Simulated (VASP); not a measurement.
Input:

```
CELL_PARAMETERS angstrom
      1.94031    -3.36071     0.00000
      1.94031     3.36071     0.00000
      0.00000     0.00000     6.20952
ATOMIC_POSITIONS crystal
  Mg 0.00000 0.00000 0.00000
  I  0.33333 0.66667 0.26817
  I  0.66667 0.33333 0.73183
```

Level of theory: PBE GGA, VASP's PBE PAW potentials (set 64) (plane waves; VASP). Numerical set-up: 500 eV cut-off, 7×7×4 Γ-centred mesh, Gaussian smearing of 0.050 eV, potentials Mg I.

Energy and stress use the plane-wave basis of the starting cell. Without a dispersion term in the relaxation, distances and binding between the weakly bound layers, chains or molecules are unreliable, and so is what depends on them.

Question: The ions, cell shape and volume at an external pressure of 20.0 GPa are relaxed. Predict the relaxed structure.

Answer: 
```
CELL_PARAMETERS angstrom
      1.85387    -3.21099     0.00000
      1.85387     3.21099     0.00000
      0.00000     0.00000     6.00195
ATOMIC_POSITIONS crystal
  Mg 0.00000 0.00000 0.00000
  I  0.33333 0.66667 0.27620
  I  0.66667 0.33333 0.72380
```
Space group P-3m1 (164), at a tolerance of 0.03 Å.

Question: How do energy and volume change from the first to the last step?

Answer: The energy (σ→0) changes by +287.0 meV/atom and the volume by -11.8 %, in 8 ionic steps.

| step | E(σ→0) (eV) | max force (eV/Å) | pressure (GPa) | volume (Å³) |
|---|---|---|---|---|
| 1 | -7.0884 | 0.003 | 9.99 | 80.98 |
| 2 | -4.6048 | 1.609 | 39.16 | 62.77 |
| 3 | -6.3258 | 0.590 | 19.62 | 72.49 |
| 4 | -6.2975 | 0.609 | 19.96 | 72.26 |
| 5 | -6.2630 | 0.275 | 19.98 | 71.79 |
| 6 | -6.2220 | 0.001 | 20.06 | 71.41 |
| 7 | -6.2198 | 0.013 | 20.04 | 71.40 |
| 8 | -6.2274 | 0.014 | 19.96 | 71.46 |

The compound is MgI2 in the 1T layered structure. This run relaxes it under an external pressure of 20 GPa. Symmetry was kept, so distortions that lower it aren't found.
